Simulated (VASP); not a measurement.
Write the native input for VASP 6.6.1 that does the following.

```yaml
Task: relaxation of cell and atoms
Functional: PBEsol
Potentials_or_basis: VASP PAW PBE potentials, release 64 (Ge_d)
Cutoff: 600 eV
k_mesh: 10 × 10 × 10
Occupations: gaussian, width 0.03 eV
Spin: no spin polarisation
Further_INCAR_settings: ALGO = Normal; EDIFF = 1e-07; IBRION = 2; EDIFFG = -0.005; NSW = 90; ISIF = 3
```

The structure of Ge lies in POSCAR:

```
Ge                                      
1.0
   -0.0000000000      2.8376024273      2.8376024273
    2.8376024273     -0.0000000000      2.8376024273
    2.8376024273      2.8376024273      0.0000000000
  Ge            
     2
Direct
     0.0000000000000000    0.0000000000000000    0.0000000000000000
     0.2500000000000000    0.2500000000000000    0.2500000000000000
```

One way to write it, as run:

INCAR

```
SYSTEM = Ge
PREC = Accurate
ENCUT = 600
EDIFF = 1E-7
ISMEAR = 0
SIGMA = 0.03
LREAL = .False.
LASPH = .True.
NELM = 80
ALGO = Normal
ISIF = 3
LWAVE = .False.
LCHARG = .False.
GGA = PS
IBRION = 2
NSW = 90
EDIFFG = -0.005
KPAR = 4
```

KPOINTS

```
regular mesh
0
Gamma
  10 10 10
  0 0 0
```

Potentials or basis: VASP PAW PBE potentials, release 64 (Ge_d).

The run is started by

```console
$ cat potpaw_PBE.64/Ge_d/POTCAR > POTCAR
$ mpirun -np 4 vasp_std > vasp.out
```

Results of the run:

```json
{"Relaxed volume": "22.83 Å³/atom", "Relaxed cell": "a = 4.012 Å, b = 4.012 Å, c = 4.012 Å, α = 60.00°, β = 60.00°, γ = 60.00°", "Space group after relaxing (to 0.05 Å)": "Fd-3m (No. 227)", "Energy gained by relaxing": "0.0 meV/atom", "Ionic steps": "5", "Pressure after relaxing": "0.0 GPa", "Band gap on the k mesh": "none (metal or under the smearing width)"}
```

Caveat: the PAW data sets were made with another functional, which shifts forces and pressure a little; this crystal is a semiconductor, whose small gap the functional closes, so the metal is an error of the method.

It took 34 s on 4 MPI ranks on Intel(R) Xeon(R) Platinum 8259CL CPU @ 2.50GHz (Skylake/Cascade Lake), with other jobs on the host, peak memory 0.2 GiB a rank.
